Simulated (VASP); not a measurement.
All values below come from PBE GGA, VASP's PBE PAW potentials (set 64) (plane waves; VASP 6.6.1).

VASP input:

File POSCAR:
```
CdS
13.559240
  0.3074538101   0.0000000000   0.0000000000
 -0.1537269050   0.2662627846   0.0000000000
  0.0000000000   0.0000000000   0.5000000000
Cd S
2 2
Cartesian
  0.1537270588   0.0887541728   0.2501100000
 -0.0000001537   0.1775086118   0.0001100000
  0.1537270588   0.0887541728   0.4383900000
 -0.0000001537   0.1775086118   0.1883900000
```

**INCAR**
```
LREAL = F   ! projection in real space or not
NBANDS = 176
SYSTEM = CdS
LOPTICS = T
ALGO = Exact
GGA = PE   ! PBE
PREC = Normal
NELM = 1
ISMEAR = 0
EDIFF = 1E-8
LWAVE = T
LCHARG = F
SIGMA = 0.01
ENCUT = 500
LASPH = T
```

File KPOINTS:
```
Automatic mesh
0
G
4 4 2
```

POTCAR, in this order: Cd_sv_GW S_GW (PBE.64 set). Program: vasp_std. Read from the step before: WAVECAR.

The run wrote:

OSZICAR:
```
       N       E                     dE             d eps       ncg     rms          rms(c)
DIA:   1    -0.123916389299E+02   -0.12392E+02    0.00000E+00     0   0.000E+00
   1 F= -.12391639E+02 E0= -.12391639E+02  d E =0.000000E+00
 imaginary and real dielectric function
```

**OUTCAR**
```


 plasma frequency squared (from intraband transitions) (eV^2)
  --------------------------------------------------------------------------------------
       0.000       0.000       0.000
       0.000       0.000       0.000
       0.000       0.000       0.000

 plasma frequency squared (from interband transitions, int dw w eps(2)(w)) (eV^2)
  --------------------------------------------------------------------------------------
     574.578       0.000       0.000       0.000      -0.000       0.000
       0.000      -0.000     574.578       0.000       0.000       0.000
      -0.000      -0.000       0.000      -0.000     567.011       0.000
```
(Selected blocks of OUTCAR.)

OUTCAR:
```
 val. band max:        2.5989407379   @ k =   0.0000   0.0000   0.0000

 cond. band min:       3.7510374113   @ k =   0.0000   0.0000   0.0000



 k-point     1 :       0.0000    0.0000    0.0000
  band No.  band energies     occupation
      1     -98.6767      2.00000
      2     -98.6766      2.00000
      3     -59.7491      2.00000
      4     -59.7488      2.00000
      5     -59.7486      2.00000
      6     -59.7486      2.00000
      7     -59.7482      2.00000
      8     -59.7482      2.00000
      9      -9.6027      2.00000
     10      -9.1934      2.00000
     11      -5.0193      2.00000
     12      -5.0123      2.00000
     13      -5.0123      2.00000
     14      -4.9331      2.00000
     15      -4.9331      2.00000
     16      -4.6267      2.00000
     17      -4.6267      2.00000
     18      -4.5414      2.00000
     19      -4.5414      2.00000
     20      -4.2175      2.00000
     21      -1.6188      2.00000
     22       1.8774      2.00000
     23       1.8774      2.00000
     24       2.5579      2.00000
     25       2.5989      2.00000
     26       2.5989      2.00000
     27       3.7510      0.00000
     28       5.3515      0.00000
     29       9.0651      0.00000
     30       9.0651      0.00000
     31       9.3651      0.00000
     32      10.1371      0.00000
     33      10.1372      0.00000
     34      10.2059      0.00000
     35      12.4297      0.00000
     36      12.4298      0.00000
     37      13.1286      0.00000
     38      14.0867      0.00000
     39      14.0868      0.00000
     40      14.4184      0.00000
     41      14.9233      0.00000
     42      16.7736      0.00000
     43      17.7138      0.00000
     44      17.7138      0.00000
     45      18.3362      0.00000
     46      19.2859      0.00000
     47      19.2860      0.00000
     48      21.3227      0.00000
     49      21.3227      0.00000
     50      21.5119      0.00000
     51      21.5120      0.00000
     52      22.9965      0.00000
...
```

The density is held fixed in this step, so its total energy and stress have no physical meaning.

The structure comes from a computed database's CdS entry (P6_3mc); how it stands against other phases isn't given here. The cell was not relaxed at this level. The k-mesh is coarse (spacing up to 0.46 per Å, 2π included), so the numbers may not be converged in it.
